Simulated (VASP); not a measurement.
Here is the system:

```
BP
1.0
    0.00000     2.25935     2.25935
    2.25935     0.00000     2.25935
    2.25935     2.25935     0.00000
B P
1 1
Cartesian
  0.00000   0.00000   0.00000
  1.12967   1.12967   1.12967
```

The numbers are results of revPBE GGA, VASP's PBE PAW potentials (set 64) (plane waves; VASP 6.6.1), not measurements. Settings: 520 eV cut-off, 10×10×10 Γ-centred mesh, Gaussian smearing of 0.050 eV, potentials B P.

Give the stress tensor in GPa (positive for a compressed cell).

```
5.07  0.00  0.00
0.00  5.07  0.00
0.00  0.00  5.07
```
The pressure is its mean diagonal, 5.07 GPa.

The compound is BP in the zinc blende structure. This cell is one point of a volume scan, at 0.97 of the reference volume.
